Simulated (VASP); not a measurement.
VASP runs on IrO$_{2}$ (space group P4_2/mnm) share one base input (PBEsol GGA, plane waves, VASP's PBE PAW potentials (set 64)) and change the settings named in each case.

### INCAR
```
SYSTEM = IrO2
PREC = Accurate
ENCUT = 400
EDIFF = 1E-6
NELM = 100
ALGO = Normal
LREAL = .FALSE.
LASPH = .TRUE.
ISMEAR = -1
SIGMA = 0.05
GGA = PS
LMAXMIX = 6
LWAVE = .FALSE.
LCHARG = .FALSE.
ISIF = 2
```

File POSCAR:
```
IrO2
1
    4.5000000000     0.0000000000     0.0000000000
    0.0000000000     4.5000000000     0.0000000000
    0.0000000000     0.0000000000     3.1500000000
Ir O
2 4
Direct
  0.0000000000   0.0000000000   0.0000000000
  0.5000000000   0.5000000000   0.5000000000
  0.3080000000   0.3080000000   0.0000000000
  0.8080000000   0.1920000000   0.5000000000
  0.1920000000   0.8080000000   0.5000000000
  0.6920000000   0.6920000000   0.0000000000
```

**KPOINTS**
```
Automatic mesh
0
Gamma
5 5 8
0 0 0
```

POTCAR, in this order: Ir O (PBE.64 set). Program: vasp_std.

| change | E(σ→0) (eV/atom) | pressure (GPa) | −TS (eV) |
|---|---|---|---|
| base run | -7.6000 | -6.59 | -0.0291 |
| GGA removed, POTCAR Ir O (LDA.64 set) | -8.1407 | ___ | ___ |
| GGA_COMPAT = .FALSE., LNONCOLLINEAR = .TRUE., LSORBIT = .TRUE., MAGMOM = 0.0 0.0 0.0 0.0 0.0 0.0 0.0 0.0 0.0 0.0 0.0 0.0 0.0 0.0 0.0 0.0 0.0 0.0, program vasp_ncl | -7.7653 | -5.06 | -0.0251 |
| KPOINTS 2×2×3 Γ-centred mesh | -7.5783 | -6.39 | -0.0294 |

### Question
Fill in the missing entries.

### Answer

- GGA removed, POTCAR Ir O (LDA.64 set), pressure (GPa): -12.42
- GGA removed, POTCAR Ir O (LDA.64 set), −TS (eV): -0.0290

Energies of different potentials or functionals have different zeros.  Unless said otherwise, spin-orbit coupling is left out, though it shifts the bands of the heavy elements here. At 400 eV the pressure can carry a Pulay error.

Left out are runs that ran out of time, are held back, or changed the cell or the kind of run, fixed moments of cells without a moment, rows past the twelfth, gaps on odd meshes, pressures of charged cells and columns that move by less than the noise.

The structure is a typed IrO2 crystal (P4_2/mnm). The cell was not relaxed at this level.
